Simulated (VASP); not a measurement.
All values below come from PBE GGA, VASP's PBE PAW potentials (set 64) (plane waves; VASP).

A VASP calculation is set up with these files.

INCAR:
```
# general
SYSTEM  = Zn
PREC    = Accurate
ENCUT   = 400
LREAL   = .False.
LASPH   = .True.

# electronic loop
EDIFF   = 1E-6
NELM    = 100
ALGO    = Normal
LMAXMIX = 4

# smearing
ISMEAR  = 1
SIGMA   = 0.1

# functional
GGA     = PE

# ions
ISIF    = 2

# output
LWAVE   = .False.
LCHARG  = .False.
```

**POSCAR**
```
Zn
1
    1.3553630000    -2.3352460000     0.0000000000
    1.3553630000     2.3352460000     0.0000000000
    0.0000000000     0.0000000000     4.8150170000
Zn
2
Direct
  0.3333330000   0.6666670000   0.2500000000
  0.7004800000   0.3671460000   0.7500000000
```

File KPOINTS:
```
Automatic mesh
0
Gamma
19 19 10
0 0 0
```

POTCAR, in this order: Zn (PBE.64 set). Program: vasp_std.

**Question.** What will the output report for the number of irreducible k-points (NKPTS), number of bands (NBANDS), largest plane-wave count, number of space-group operations, FFT grid (NGX, NGY, NGZ)?

**Answer.** 
```json
{
 "number of irreducible k-points (NKPTS)": "1086",
 "number of bands (NBANDS)": "16",
 "largest_plane_wave_count": "592",
 "number_of_space_group_operations": "4",
 "FFT grid (NGX, NGY, NGZ)": "18 × 18 × 32"
}
```

The compound is Zn in the hcp structure. The cell was not relaxed at this level, atoms are displaced from their ideal sites. The run is one of a series of settings (KPOINTS 19×19×10 Γ-centred mesh against the base run), some of them coarse on purpose.
